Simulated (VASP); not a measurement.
A cell of La (dhcp) near equilibrium:

```yaml
crystal:
  lattice:
    - [1.82949, -3.16876, 0.00000]
    - [1.82949, 3.16876, 0.00000]
    - [0.00000, 0.00000, 11.70644]
  atoms:
    - { symbol: La, position: [0.00000, 0.00000, 0.50000] }
    - { symbol: La, position: [0.00000, 0.00000, 0.00000] }
    - { symbol: La, position: [0.33333, 0.66667, 0.25000] }
    - { symbol: La, position: [0.66667, 0.33333, 0.75000] }
```

Computed with PBEsol GGA, VASP's PBE PAW potentials (set 64) (plane waves; VASP).

| run | ΔE (meV/atom) | σxx | σyy | σzz | largest shear component, with its sign (GPa) | largest force (eV/Å) |
|---|---|---|---|---|---|---|
| as it is | 0.0 | 0.21 | 0.21 | 0.06 | 0.00 | 0.000 |
| after one change | 33.6 | -2.56 | -2.56 | -2.66 | 0.00 | 0.000 |
Stress is in GPa, positive when the cell is compressed.

### Question
Which change was made?
A. isotropic strain of +4.0 %
B. biaxial strain of -1.0 % in the xy plane
C. atom 2 (La) moved by -0.150 Å along z
D. atom 1 (La) moved by 0.150 Å along z

### Answer
A, isotropic strain of +4.0 %

The compound is La in the dhcp structure.
